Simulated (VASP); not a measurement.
# How U changes Sm2SeO2, part 2 of 5

Wanted: how far the results for Sm2SeO2 hang on the Hubbard correction. The start is a cell from a database of measured crystal structures.

VASP 6.6.1, plane waves and PAW; the level of theory is named at each step.

Still holding for the runs below: The magnetic state follows from one typed start and may not be the lowest. The k-mesh is coarse for a metal.

So far, largest spin moment in the PAW sphere (μB): step 2 (series over U, start order fm, U 0) 5.08.

### Step 3. Series over U, start order AFM, U 0

This step: PBEsol, spin-polarised from an antiferromagnetic start; plane waves and PAW (Sm, Se, O) (VASP 6.6.1).

INCAR reads:

```
SYSTEM = Sm2SeO2
PREC = Accurate
ENCUT = 480
EDIFF = 1E-06
NELM = 150
ISMEAR = 0
SIGMA = 0.05
LREAL = .FALSE.
ALGO = Normal
GGA = PS
NBANDS = 36
ISPIN = 2
MAGMOM = 5 -5 0 0 0
LASPH = .TRUE.
LMAXMIX = 6
AMIX = 0.2
BMIX = 1E-04
AMIX_MAG = 0.8
BMIX_MAG = 1E-04
LORBIT = 11
LWAVE = .FALSE.
LCHARG = .FALSE.
KPAR = 2
NEDOS = 1200
```

POSCAR reads:

```
Sm2SeO2
1.0
    3.9160000000      0.0000000000      0.0000000000
   -1.9580000000      3.3913554812      0.0000000000
    0.0000000000      0.0000000000      6.9120000000
Sm Se O
2 1 2
Direct
    0.6666666667      0.3333333333      0.7100000000
    0.3333333333      0.6666666667      0.2900000000
    0.0000000000      0.0000000000      0.0000000000
    0.6666666667      0.3333333333      0.3800000000
    0.3333333333      0.6666666667      0.6200000000
```

KPOINTS reads:

```
Automatic mesh
0
Gamma
5 5 3
0 0 0
```

The projector-augmented-wave data sets are Sm, Se and O (PBE family, release 64).

On the command line:

```bash
$ mpirun -np 2 vasp_std
```

What it wrote:

```text
[banner, memory and clock lines left out]
running    2 mpi-ranks, on    1 nodes
 distrk:  each k-point on    1 cores,    2 groups
 distr:  one band on    1 cores,    1 groups

 POSCAR found type information on POSCAR SmSeO
 POSCAR found :  3 types and       5 ions
 [... a notice as in an earlier step ...]

 LDA part: xc-table for (Slater+PW92), standard interpolation
 POSCAR, INCAR and KPOINTS ok, starting setup
 FFT: planning ... GRIDC
 FFT: planning ... GRID_SOFT
 FFT: planning ... GRID
 WAVECAR not read
 entering main loop
       N       E                     dE             d eps       ncg     rms          rms(c)
DAV:   1     0.439019988819E+03    0.43902E+03   -0.17593E+04  2452   0.541E+03
DAV:   2     0.858549635147E+02   -0.35317E+03   -0.31047E+03  2472   0.514E+02
DAV:   3    -0.330152459985E+02   -0.11887E+03   -0.10996E+03  2892   0.279E+02
DAV:   4    -0.469956902993E+02   -0.13980E+02   -0.13719E+02  3068   0.940E+01
DAV:   5    -0.492236161355E+02   -0.22279E+01   -0.21659E+01  3368   0.329E+01    0.549E+01
DAV:   6    -0.471312129146E+02    0.20924E+01   -0.23185E+01  3080   0.911E+01    0.104E+02
DAV:   7    -0.476902808177E+02   -0.55907E+00   -0.53350E+00  3040   0.106E+01    0.669E+01
DAV:   8    -0.472782728507E+02    0.41201E+00   -0.38400E+00  2976   0.369E+01    0.463E+01
DAV:   9    -0.498855971537E+02   -0.26073E+01   -0.28823E+00  2952   0.627E+01    0.611E+01
DAV:  10    -0.474852992402E+02    0.24003E+01   -0.15202E+01  2604   0.139E+02    0.211E+01
DAV:  11    -0.477515948097E+02   -0.26630E+00   -0.14882E+00  3360   0.807E+00    0.126E+01
DAV:  12    -0.475142387949E+02    0.23736E+00   -0.39616E-01  3352   0.157E+01    0.112E+01
DAV:  13    -0.473208082853E+02    0.19343E+00   -0.24758E-01  3432   0.111E+01    0.117E+01
DAV:  14    -0.472577062170E+02    0.63102E-01   -0.14016E-01  3456   0.656E+00    0.105E+01
DAV:  15    -0.472555754567E+02    0.21308E-02   -0.61062E-02  3456   0.507E+00    0.104E+01
DAV:  16    -0.472793046571E+02   -0.23729E-01   -0.40561E-02  3256   0.390E+00    0.776E+00
DAV:  17    -0.472815746792E+02   -0.22700E-02   -0.11133E-02  3376   0.187E+00    0.715E+00
DAV:  18    -0.472830011580E+02   -0.14265E-02   -0.11913E-02  3456   0.157E+00    0.769E+00
DAV:  19    -0.472887101017E+02   -0.57089E-02   -0.12198E-02  3336   0.133E+00    0.787E+00
DAV:  20    -0.472896700474E+02   -0.95995E-03   -0.14770E-03  3456   0.102E+00    0.793E+00
DAV:  21    -0.472895118854E+02    0.15816E-03   -0.66324E-04  3168   0.102E+00    0.799E+00
DAV:  22    -0.472886714778E+02    0.84041E-03   -0.15050E-03  3416   0.108E+00    0.829E+00
DAV:  23    -0.472877757494E+02    0.89573E-03   -0.16289E-03  3264   0.133E+00    0.874E+00
DAV:  24    -0.472878879672E+02   -0.11222E-03   -0.82712E-04  3456   0.262E-01    0.887E+00
DAV:  25    -0.472878539713E+02    0.33996E-04   -0.18844E-04  3416   0.376E-01    0.895E+00
DAV:  26    -0.472879167426E+02   -0.62771E-04   -0.24023E-04  3344   0.579E-01    0.916E+00
DAV:  27    -0.472880766155E+02   -0.15987E-03   -0.14387E-04  3264   0.361E-01    0.906E+00
DAV:  28    -0.472881975020E+02   -0.12089E-03   -0.56544E-05  3128   0.296E-01    0.909E+00
DAV:  29    -0.472881619582E+02    0.35544E-04   -0.39777E-05  3400   0.482E-02    0.917E+00
DAV:  30    -0.472881485213E+02    0.13437E-04   -0.69719E-06  2192   0.812E-02    0.916E+00
[...]
DAV:  39    -0.472878474295E+02    0.49305E-04   -0.97460E-06  2584   0.349E-02    0.837E+00
DAV:  40    -0.472875807678E+02    0.26666E-03   -0.12386E-04  3136   0.122E-01    0.716E+00
DAV:  41    -0.472874104161E+02    0.17035E-03   -0.15985E-04  3336   0.156E-01    0.550E+00
DAV:  42    -0.472871725141E+02    0.23790E-03   -0.20242E-04  3272   0.212E-01    0.385E+00
DAV:  43    -0.472870332787E+02    0.13924E-03   -0.24710E-04  3312   0.191E-01    0.239E+00
DAV:  44    -0.472870008718E+02    0.32407E-04   -0.10589E-04  3264   0.128E-01    0.142E+00
DAV:  45    -0.472870002057E+02    0.66608E-06   -0.42251E-05  2880   0.540E-02    0.120E+00
DAV:  46    -0.472869918233E+02    0.83823E-05   -0.11406E-05  2128   0.625E-02    0.101E+00
DAV:  47    -0.472869807957E+02    0.11028E-04   -0.38288E-05  3232   0.767E-02    0.546E-01
DAV:  48    -0.472869776096E+02    0.31861E-05   -0.18336E-05  3096   0.450E-02    0.279E-01
DAV:  49    -0.472869742711E+02    0.33386E-05   -0.72635E-06  2352   0.293E-02    0.130E-01
DAV:  50    -0.472869738328E+02    0.43829E-06   -0.24433E-06  1600   0.366E-02
   1 F= -.47286974E+02 E0= -.47274330E+02  d E =-.252884E-01  mag=     0.0000
```

Wall time 1.7 min (2 MPI ranks of Intel Xeon 6975P-C (Granite Rapids), shared host); peak memory 0.52 GiB.

Parts of OUTCAR (step 3):

```text
The static configuration has the point symmetry D_3d.

 Found     12 irreducible k-points:

   NELECT =      50.0000    total number of electrons

 E-fermi :   3.0276

 spin component 1
 k-point     1 :       0.0000    0.0000    0.0000
  band No.  band energies     occupation
    ...
     19       2.2468      1.00000
     20       2.2468      1.00000
     21       2.5883      1.00000
     22       2.5883      1.00000
     23       2.6131      1.00000
     24       3.0518      0.24688
     25       3.1415      0.00064
     26       3.2543      0.00000
     27       3.2543      0.00000
     28       5.4898      0.00000
    ...

 k-point     2 :       0.2000    0.0000    0.0000
  band No.  band energies     occupation
    ...
     20       2.0733      1.00000
     21       2.5707      1.00000
     22       2.5865      1.00000
     23       2.6545      1.00000
     24       2.9067      0.99968
     25       3.0889      0.04142
     26       3.0960      0.02645
     27       3.2037      0.00000
     28       5.7701      0.00000
     29       5.9924      0.00000
    ...

 k-point     3 :       0.4000    0.0000    0.0000
  band No.  band energies     occupation
    ...
     21       2.5958      1.00000
     22       2.6256      1.00000
     23       2.7035      1.00000
     24       2.8480      1.00000
     25       2.9661      0.95902
     26       3.0333      0.43544
     27       3.2098      0.00000
     28       5.7263      0.00000
     29       6.0371      0.00000
     30       6.3777      0.00000
    ...

 k-point     4 :       0.2000    0.2000    0.0000
  band No.  band energies     occupation
    ...
     21       2.5776      1.00000
     22       2.6122      1.00000
     23       2.6770      1.00000
     24       2.8568      1.00000
     25       2.9319      0.99659
     26       3.0590      0.18699
     27       3.2110      0.00000
     28       5.8368      0.00000
     29       6.0062      0.00000
     30       6.4289      0.00000
    ...

  Total       -1.3239355     -1.3239355     -0.2930297      0.0000000      0.0000000      0.0000000
  in kB      -23.1077519    -23.1077519     -5.1144916      0.0000000      0.0000000      0.0000000
  external PRESSURE =     -17.1099985 kB  Pullay stress =       0.0000000 kB

 POSITION                                       TOTAL-FORCE (eV/Angst)
 -----------------------------------------------------------------------------------
      1.95800      1.13045      4.90752         0.000000      0.000000     -0.180624
     -0.00000      2.26090      2.00448        -0.000000      0.000000      0.180624
      0.00000      0.00000      0.00000        -0.000000      0.000000      0.000000
      1.95800      1.13045      2.62656        -0.000000      0.000000     -0.417714
     -0.00000      2.26090      4.28544         0.000000     -0.000000      0.417714
 -----------------------------------------------------------------------------------
    total drift:                                0.000000     -0.000000      0.000000

  FREE ENERGIE OF THE ION-ELECTRON SYSTEM (eV)
  ---------------------------------------------------
  free  energy   TOTEN  =       -47.2869738328 eV

  energy  without entropy=      -47.2616854493  energy(sigma->0) =      -47.27432964

 total charge
# of ion       s       p       d       f       tot
--------------------------------------------------
    1        2.025   5.657   0.536   5.262  13.480
    2        2.025   5.657   0.536   5.262  13.480
    3        1.444   2.445   0.012   0.000   3.902
    4        1.567   3.427   0.000   0.000   4.993
    5        1.567   3.427   0.000   0.000   4.993
--------------------------------------------------
tot          8.627  20.613   1.085  10.524  40.849

 magnetization (x)
# of ion       s       p       d       f       tot
--------------------------------------------------
    1       -0.013  -0.077   0.057   5.089   5.056
    2        0.013   0.077  -0.057  -5.089  -5.056
    3        0.000   0.000   0.000   0.000   0.000
    4        0.002   0.047   0.000   0.000   0.049
    5       -0.002  -0.047   0.000   0.000  -0.049
--------------------------------------------------
tot          0.000   0.000   0.000   0.000   0.000

[... 8 parts as in an earlier step ...]

[... 4 further parts left out ...]
```

This step gave:

- electronic cycles: 50
- free energy (TOTEN): -47.29 eV
- energy at zero smearing: -47.27 eV
- Fermi energy: 3.028 eV
- DOS at the Fermi level: 16.50 states/eV/cell

Spin moment in the PAW sphere by atom:

| atom | spin moment in the PAW sphere (μB) |
| --- | --- |
| Sm1 | 5.06 |
| Sm2 | -5.06 |
| Se3 | 0.00 |
| O4 | 0.05 |
| O5 | -0.05 |

The density of states has structure finer than the step of the table below, so its rows give means over 1 eV, whole bins alone (the curve runs from -12.0 to 7.48 eV). Peaks (eV: height): total up -3.3: 9.81, -0.5: 14.5, -0.1: 9.84, 3.6: 16.7; total down -3.3: 9.81, -0.5: 14.5, -0.1: 9.84, 3.6: 16.7; Sm p up -11.6: 0.172, -3.6: 0.137, -3.3: 0.280, -1.8: 0.128; Sm p down -11.6: 0.172, -3.6: 0.137, -3.3: 0.280, -1.8: 0.128; Sm d up -3.3: 0.763, 4.0: 0.833, 4.6: 1.37, 4.9: 0.421.

Means over bins of 0.082 eV. Table of density of states by energy, zero at the Fermi level; means over each step; 7 of 14 lines; values in states/eV/cell:

| energy (eV) | total up | total down | Sm p up | Sm p down | Sm d up | Sm d down | Sm f up |
| --- | --- | --- | --- | --- | --- | --- | --- |
| -11 | 0.133 | 0.133 | 0.00521 | 0.00521 | 9.4e-4 | 9.4e-4 | 1.7e-4 |
| -10 | 0 | 0 | 0 | 0 | 0 | 0 | 0 |
| -9 | 0 | 0 | 0 | 0 | 0 | 0 | 0 |
| -8 | 0 | 0 | 0 | 0 | 0 | 0 | 0 |
| -7 | 0 | 0 | 0 | 0 | 0 | 0 | 0 |
| -6 | 0 | 0 | 0 | 0 | 0 | 0 | 0 |
| -5 | 2.6e-4 | 2.6e-4 | 2.0e-6 | 2.0e-6 | 1.2e-5 | 1.2e-5 | 0 |
| -4 | 1.69 | 1.69 | 0.0346 | 0.0346 | 0.121 | 0.121 | 0.0233 |
| -3 | 3.58 | 3.58 | 0.0918 | 0.0918 | 0.244 | 0.244 | 0.114 |
| -2 | 2.68 | 2.68 | 0.0698 | 0.0698 | 0.0921 | 0.0921 | 0.247 |
| -1 | 1.36 | 1.36 | 0.0176 | 0.0176 | 0.0263 | 0.0263 | 0.524 |
| 0 | 6.67 | 6.67 | 0.0117 | 0.0117 | 0.0388 | 0.0388 | 6.03 |
| 1 | 0 | 0 | 0 | 0 | 0 | 0 | 0 |
| 2 | 0.00986 | 0.00986 | 8.9e-5 | 8.9e-5 | 5.4e-4 | 5.4e-4 | 0.00391 |
| 3 | 3.96 | 3.96 | 0.00589 | 0.00589 | 0.163 | 0.163 | 3.21 |
| 4 | 4.09 | 4.09 | 0.00638 | 0.00638 | 0.221 | 0.221 | 3.31 |
| 5 | 0.932 | 0.932 | 0.00959 | 0.00960 | 0.285 | 0.285 | 0.110 |
| 6 | 1.8e-5 | 0 | 0 | 0 | 6.0e-6 | 3.8e-6 | 0 |

Force by atom:

| atom | x (eV/Å) | y (eV/Å) | z (eV/Å) | size |
| --- | --- | --- | --- | --- |
| Sm1 | 0.000 | 0.000 | -0.181 | 0.181 |
| Sm2 | 0.000 | 0.000 | 0.181 | 0.181 |
| Se3 | 0.000 | 0.000 | 0.000 | 0.000 |
| O4 | 0.000 | 0.000 | -0.418 | 0.418 |
| O5 | 0.000 | 0.000 | 0.418 | 0.418 |

The density of states holds every band computed, so its fall toward the upper end of the range is no gap.

Energy at zero smearing: -47.27433 eV.

### Step 4. Series over U, start order fm, U 2

This step: PBEsol, DFT+U (Sm f 2 eV), spin-polarised from a ferromagnetic start; plane waves and PAW (Sm, Se, O) (VASP 6.6.1).

Changes to INCAR since step 3:

```diff
@@ -12,3 +12,9 @@
 ISPIN = 2
-MAGMOM = 5 -5 0 0 0
+MAGMOM = 5 5 0 0 0
+LDAU = .TRUE.
+LDAUTYPE = 2
+LDAUL = 3 -1 -1
+LDAUU = 2 0 0
+LDAUJ = 0 0 0
+LDAUPRINT = 1
 LASPH = .TRUE.
```

POSCAR is that of step 3.

KPOINTS is that of step 3.

On the command line:

```bash
$ mpirun -np 2 vasp_std
```

What it wrote:

```text
[... set-up lines as in an earlier step ...]
 entering main loop
       N       E                     dE             d eps       ncg     rms          rms(c)
DAV:   1     0.450096684239E+03    0.45010E+03   -0.17725E+04  2416   0.539E+03
DAV:   2     0.882563462759E+02   -0.36184E+03   -0.31202E+03  2476   0.485E+02
DAV:   3    -0.292925503503E+02   -0.11755E+03   -0.11017E+03  2852   0.280E+02
DAV:   4    -0.428370170360E+02   -0.13544E+02   -0.13340E+02  3128   0.925E+01
[...]
DAV:  48    -0.464042702037E+02   -0.60686E-06   -0.15648E-05  2496   0.148E-01    0.111E-01
DAV:  49    -0.464042722470E+02   -0.20433E-05   -0.19388E-05  2780   0.869E-02    0.714E-02
DAV:  50    -0.464042720868E+02    0.16023E-06   -0.29901E-06  1500   0.172E-02
   1 F= -.46404272E+02 E0= -.46402718E+02  d E =-.310897E-02  mag=    10.0001
```

Wall time 94 s (2 MPI ranks); peak memory 0.51 GiB; 3.1 min of CPU time.

Parts of OUTCAR (step 4):

```text
  Total       -0.5108566     -0.5108566     -0.3598254     -0.0000000      0.0000000      0.0000000
  in kB       -8.9164059     -8.9164059     -6.2803323     -0.0000000      0.0000000      0.0000000
  external PRESSURE =      -8.0377147 kB  Pullay stress =       0.0000000 kB

 POSITION                                       TOTAL-FORCE (eV/Angst)
 -----------------------------------------------------------------------------------
      1.95800      1.13045      4.90752        -0.000000     -0.000000     -0.113963
     -0.00000      2.26090      2.00448        -0.000000      0.000000      0.113963
      0.00000      0.00000      0.00000        -0.000000      0.000000      0.000000
      1.95800      1.13045      2.62656         0.000000     -0.000000     -0.419484
     -0.00000      2.26090      4.28544         0.000000      0.000000      0.419484
 -----------------------------------------------------------------------------------
    total drift:                                0.000000     -0.000000      0.000000

  FREE ENERGIE OF THE ION-ELECTRON SYSTEM (eV)
  ---------------------------------------------------
  free  energy   TOTEN  =       -46.4042720868 eV

  energy  without entropy=      -46.4011631147  energy(sigma->0) =      -46.40271760

 magnetization (x)
# of ion       s       p       d       f       tot
--------------------------------------------------
    1       -0.013  -0.080   0.055   5.017   4.980
    2       -0.013  -0.080   0.055   5.017   4.980
    3       -0.004  -0.103   0.002   0.000  -0.106
    4       -0.004  -0.069   0.000   0.000  -0.073
    5       -0.004  -0.069   0.000   0.000  -0.073
--------------------------------------------------
tot         -0.037  -0.402   0.112  10.035   9.707

[... 2 parts as in an earlier step ...]

[... 1 further part left out ...]
[key lines of the parts left out:]
E-fermi :   3.0399
```

DFT+U on an f shell has many metastable occupations, and no search among them was made.

Spin moment in the PAW sphere by atom:

| atom | spin moment in the PAW sphere (μB) |
| --- | --- |
| Sm1 | 4.98 |
| Sm2 | 4.98 |
| Se3 | -0.11 |
| O4 | -0.07 |
| O5 | -0.07 |

Energy at zero smearing: -46.40272 eV.

(Continued in part 3 of 5.)

[Lines on the potential files, build, host, timing and source positions are cut from VASP's logs without a mark.]

[Logs are printed without paths, hosts, clocks, repeated set-up lines and the standing remarks that a program may print on its own settings, such as how far it seeks lower states.]

[Hosts, paths, dates, database ids (printed as entryN), source tags and the programs' standing remarks are cut or masked in the printed files.]

[In band tables of VASP the shares of atoms and orbitals are scaled to a sum of 1 inside the atoms' spheres.]

[Runs that stopped without an error message from VASP are left out.]
